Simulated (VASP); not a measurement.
Given:

```
CELL_PARAMETERS angstrom
      2.46097     0.00000     0.00000
     -1.23048     2.13126     0.00000
      0.00000     0.00000    24.96915
ATOMIC_POSITIONS crystal
  C  0.00000 0.00000 0.57149
  C  0.00000 0.00000 0.42851
  C  0.33333 0.66667 0.42849
  C  0.66667 0.33333 0.57151
```

Method: PBEsol GGA, VASP's PBE PAW potentials (set 64) (plane waves; VASP). Numerical set-up: 520 eV cut-off, 11×11×1 Γ-centred mesh, tetrahedra with Blöchl corrections, potentials C.

The cell holds a wide vacuum, so values per volume refer to the whole cell. The cores are frozen, which limits the accuracy of field gradients.

**Question.** Give the principal components of the electric field gradient (V/Å²) and the asymmetry η at each nucleus.

**Answer.** 
| atom | Vxx | Vyy | Vzz | η |
|---|---|---|---|---|
| C1 | -15.9 | -15.9 | 31.7 | 0.00 |
| C2 | -15.9 | -15.9 | 31.7 | 0.00 |
| C3 | -15.6 | -15.6 | 31.2 | 0.00 |
| C4 | -15.6 | -15.6 | 31.2 | 0.00 |

The cell is a sheet with vacuum, built from a database entry that may be metastable or hypothetical.
